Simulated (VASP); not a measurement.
OSZICAR of a VASP run on CdO:

### OSZICAR
```
       N       E                     dE             d eps       ncg     rms          rms(c)
DAV:   1     0.577221204544E+03    0.57722E+03   -0.33261E+04   884   0.133E+03
DAV:   2     0.204385751298E+02   -0.55678E+03   -0.54262E+03   998   0.377E+02
DAV:   3    -0.383819029025E+02   -0.58820E+02   -0.57700E+02   954   0.112E+02
DAV:   4    -0.400247059689E+02   -0.16428E+01   -0.16331E+01   986   0.190E+01
DAV:   5    -0.400494155319E+02   -0.24710E-01   -0.24696E-01   974   0.224E+00    0.202E+01
DAV:   6    -0.333008133458E+02    0.67486E+01   -0.35152E+01  1337   0.547E+01    0.170E+01
DAV:   7    -0.332977278667E+02    0.30855E-02   -0.43365E+00   928   0.123E+01    0.108E+01
DAV:   8    -0.332624978868E+02    0.35230E-01   -0.25979E+00   985   0.793E+00    0.331E+00
DAV:   9    -0.330938040473E+02    0.16869E+00   -0.55863E-01  1120   0.470E+00    0.122E+00
DAV:  10    -0.330815443677E+02    0.12260E-01   -0.11177E-01   951   0.166E+00    0.568E-01
DAV:  11    -0.330817073916E+02   -0.16302E-03   -0.62906E-03   999   0.550E-01    0.400E-01
DAV:  12    -0.330808012676E+02    0.90612E-03   -0.92311E-03  1012   0.492E-01    0.175E-01
DAV:  13    -0.330809282889E+02   -0.12702E-03   -0.16444E-03  1031   0.272E-01    0.111E-01
DAV:  14    -0.330811158503E+02   -0.18756E-03   -0.15696E-03  1067   0.175E-01    0.573E-02
DAV:  15    -0.330813957788E+02   -0.27993E-03   -0.12017E-03  1015   0.163E-01    0.738E-02
DAV:  16    -0.330817570194E+02   -0.36124E-03   -0.41052E-04   940   0.945E-02    0.226E-02
DAV:  17    -0.330820849069E+02   -0.32789E-03   -0.12197E-04   893   0.568E-02    0.209E-02
DAV:  18    -0.330821614434E+02   -0.76536E-04   -0.18250E-05   718   0.287E-02    0.539E-03
DAV:  19    -0.330822089841E+02   -0.47541E-04   -0.44701E-06   661   0.126E-02    0.500E-03
DAV:  20    -0.330822374161E+02   -0.28432E-04   -0.52204E-06   711   0.122E-02    0.541E-03
DAV:  21    -0.330822413194E+02   -0.39033E-05   -0.10701E-06   673   0.664E-03
   1 F= -.33082241E+02 E0= -.33080914E+02  d E =-.330822E+02
       N       E                     dE             d eps       ncg     rms          rms(c)
DAV:   1    -0.330831176990E+02   -0.88028E-03   -0.67053E-01   884   0.404E+00    0.984E-02
DAV:   2    -0.330834400915E+02   -0.32239E-03   -0.40825E-03   971   0.352E-01    0.465E-02
DAV:   3    -0.330834297176E+02    0.10374E-04   -0.15652E-04  1071   0.623E-02    0.410E-02
DAV:   4    -0.330834232284E+02    0.64892E-05   -0.12227E-04   761   0.558E-02    0.281E-02
DAV:   5    -0.330834206676E+02    0.25608E-05   -0.58120E-05   799   0.322E-02
   2 F= -.33083421E+02 E0= -.33082089E+02  d E =-.117935E-02
       N       E                     dE             d eps       ncg     rms          rms(c)
DAV:   1    -0.330833885353E+02    0.34693E-04   -0.15679E+00   869   0.617E+00    0.152E-01
DAV:   2    -0.330841435071E+02   -0.75497E-03   -0.96397E-03   971   0.540E-01    0.724E-02
DAV:   3    -0.330841160832E+02    0.27424E-04   -0.39594E-04  1081   0.978E-02    0.648E-02
DAV:   4    -0.330840975301E+02    0.18553E-04   -0.30625E-04   857   0.872E-02    0.438E-02
DAV:   5    -0.330840815276E+02    0.16003E-04   -0.14020E-04   999   0.506E-02    0.812E-03
DAV:   6    -0.330840867472E+02   -0.52197E-05   -0.13934E-05   640   0.262E-02
   3 F= -.33084087E+02 E0= -.33082752E+02  d E =-.184543E-02
       N       E                     dE             d eps       ncg     rms          rms(c)
DAV:   1    -0.330841219624E+02   -0.40435E-04   -0.62601E-02   869   0.130E+00    0.423E-02
DAV:   2    -0.330842233447E+02   -0.10138E-03   -0.11304E-03   953   0.154E-01    0.182E-02
DAV:   3    -0.330842227595E+02    0.58517E-06   -0.53124E-05   680   0.374E-02    0.175E-02
DAV:   4    -0.330842213458E+02    0.14137E-05   -0.19004E-05   526   0.227E-02
   4 F= -.33084221E+02 E0= -.33082888E+02  d E =-.134599E-03
```

Which electronic solver shows in the log?

It is blocked Davidson (ALGO = Normal, or the opening steps of other solvers). The INCAR had ALGO = Normal.

Can the final energy be trusted as converged?

Self-consistency was reached. It stopped with EDIFF = 1E-5, NELM = 100, NSW = 50 and EDIFFG = -0.03 after 4 ionic steps (PBEsol GGA, plane waves, VASP's PBE PAW potentials (set 64)).

The cell is a thin slab with vacuum, built from CdO (rock salt): (100) face.
